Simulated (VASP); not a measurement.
Output of a VASP run:

**OSZICAR**
```
       N       E                     dE             d eps       ncg     rms          rms(c)
DAV:   1     0.399364969019E+02    0.39936E+02   -0.49823E+03   522   0.971E+02
DAV:   2     0.228326204294E+01   -0.37653E+02   -0.37188E+02   566   0.165E+02
DAV:   3     0.787151371416E+00   -0.14961E+01   -0.14897E+01   747   0.275E+01
DAV:   4     0.714871539930E+00   -0.72280E-01   -0.72224E-01   793   0.538E+00
DAV:   5     0.713791442299E+00   -0.10801E-02   -0.10800E-02   807   0.532E-01    0.124E+01
DAV:   6     0.714863354679E+00    0.10719E-02   -0.59175E-03   635   0.883E-01    0.699E+00
DAV:   7     0.713849801768E+00   -0.10136E-02   -0.10199E-02   573   0.111E+00    0.255E-01
DAV:   8     0.713494207702E+00   -0.35559E-03   -0.16010E-03   801   0.251E-01    0.106E-01
DAV:   9     0.713444544591E+00   -0.49663E-04   -0.41500E-05   659   0.571E-02    0.352E-02
DAV:  10     0.713400636748E+00   -0.43908E-04   -0.80756E-05   572   0.498E-02    0.213E-02
DAV:  11     0.713400414301E+00   -0.22245E-06   -0.83389E-07   851   0.540E-03    0.986E-03
DAV:  12     0.713400143470E+00   -0.27083E-06   -0.91452E-07   722   0.571E-03    0.136E-03
DAV:  13     0.713400173572E+00    0.30102E-07   -0.23745E-08   339   0.138E-03
   1 F= 0.71340017E+00 E0= 0.71360976E+00  d E =-.419174E-03
```

OUTCAR:
```
------------------------ aborting loop because EDIFF is reached ----------------------------------------
  FORCE on cell =-STRESS in cart. coord.  units (eV):
  Direction    XX          YY          ZZ          XY          YZ          ZX
  --------------------------------------------------------------------------------------
  Total        0.1327057      0.1327057      0.1327057     -0.0000000      0.0000000     -0.0000000
  in kB        4.2381759      4.2381759      4.2381759     -0.0000000      0.0000000     -0.0000000
  external PRESSURE =       4.2381759 kB  Pullay stress =       0.0000000 kB
  volume of cell :       50.17
      direct lattice vectors                 reciprocal lattice vectors
     0.000000000  2.927276272  2.927276272    -0.170807247  0.170807247  0.170807247
     2.927276272  0.000000000  2.927276272     0.170807247 -0.170807247  0.170807247
     2.927276272  2.927276272  0.000000000     0.170807247  0.170807247 -0.170807247
 POSITION                                       TOTAL-FORCE (eV/Angst)
 -----------------------------------------------------------------------------------
      0.00000      0.00000      0.00000        -0.000000      0.000000      0.000000
 -----------------------------------------------------------------------------------
    total drift:                                0.000000      0.000000     -0.000000
  FREE ENERGIE OF THE ION-ELECTRON SYSTEM (eV)
  ---------------------------------------------------
  free  energy   TOTEN  =         0.7134001736 eV

  energy  without entropy=        0.7138193480  energy(sigma->0) =        0.71360976
```
(Selected blocks of OUTCAR.)

File POSCAR:
```
Sr
1
    0.0000000000     2.9272762716     2.9272762716
    2.9272762716     0.0000000000     2.9272762716
    2.9272762716     2.9272762716     0.0000000000
Sr
1
Direct
  0.0000000000   1.0000000000   1.0000000000
```

Problem. Write an INCAR and KPOINTS that could have produced this output.

Solution. One answer among several that fit: the input of the run itself, optB88-vdW, plane waves, VASP's PBE PAW potentials (set 64).

### KPOINTS
```
Automatic mesh
0
gamma
8 8 8
```

**INCAR**
```
SYSTEM = Sr
PREC = Accurate
ENCUT = 520
EDIFF = 1E-7
NELM = 100
ALGO = Normal
LREAL = .FALSE.
LASPH = .TRUE.
ISMEAR = 0
SIGMA = 0.05
GGA = BO
PARAM1 = 0.1833333333
PARAM2 = 0.22
LUSE_VDW = .TRUE.
AGGAC = 0.0
LMAXMIX = 4
LWAVE = .FALSE.
LCHARG = .FALSE.
ISIF = 2
```

POTCAR, in this order: Sr_sv (PBE.64 set). Program: vasp_std.

The compound is Sr in the fcc structure. This cell is one point of a volume scan, at 0.97 of the reference volume.
